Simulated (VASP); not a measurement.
An input for Ansatz (written as the equivalent of a VASP run, and not itself run):

Ansatz 0.2 input:
```yaml
crystal:
  lattice:
    - [3.0604835, 0.0000000, 0.0000000]
    - [0.0000000, 3.0604835, 0.0000000]
    - [0.0000000, 0.0000000, 3.0604835]
  atoms:
    - { symbol: Zn, position: [0.5000000, 0.5000000, 0.5000000] }
    - { symbol: Au, position: [0.0000000, 0.0000000, 0.0000000] }
kpoints:
  mp_grid: { grid: [12, 12, 12] }
hamiltonian:
  xc: pbe
  pseudopotentials: { kind: paw }
scf:
  occupations: { method: methfessel_paxton, width: 0.1 }
  max_iter: 100
relax:
  max_steps: 40
  f_tol: 0.02
  cell: { p_target: 30 }
output: { forces: true, stress: true, eigenvalues: true }
```

Write the VASP files for the same calculation (PBE).

One answer among several that fit: 
POSCAR:
```
AuZn
1
    3.0604835433     0.0000000000     0.0000000000
    0.0000000000     3.0604835433     0.0000000000
    0.0000000000     0.0000000000     3.0604835433
Zn Au
1 1
Direct
  0.5000000000   0.5000000000   0.5000000000
  0.0000000000   0.0000000000   0.0000000000
```

### INCAR
```
! general
SYSTEM =AuZn
PREC   =Accurate
ENCUT  =500
LREAL  =F   ! projection in real space or not
LASPH  =T

! electronic loop
EDIFF  =1E-6   ! SCF stop (eV)
NELM   =100   ! most electronic steps
ALGO   =Normal   ! blocked Davidson
LMAXMIX=6   ! l cut-off of mixed one-centre charges

! smearing
ISMEAR =1   ! Methfessel-Paxton
SIGMA  =0.1   ! width (eV)

! functional
GGA    =PE   ! PBE

! ions
IBRION =2   ! conjugate gradients
NSW    =40
ISIF   =3
EDIFFG =-0.02   ! ionic stop
PSTRESS=300   ! kbar

! output
LWAVE  =F
LCHARG =F
```

### KPOINTS
```
Regular mesh
0
gamma
12 12 12
0 0 0
```

POTCAR, in this order: Zn Au (PBE.64 set). Program: vasp_std.

Limits of the translation: each code has its own PAW files, so the cut-off isn't converted (ENCUT is set for VASP's; basis.ecutwfc is left out, and Ansatz then takes the one that its files recommend); Ansatz stops its SCF on the density residual and VASP on the energy change (EDIFF).

The compound is AuZn in the CsCl type structure. This run relaxes it under an external pressure of 30 GPa. Symmetry was kept, so distortions that lower it aren't found.
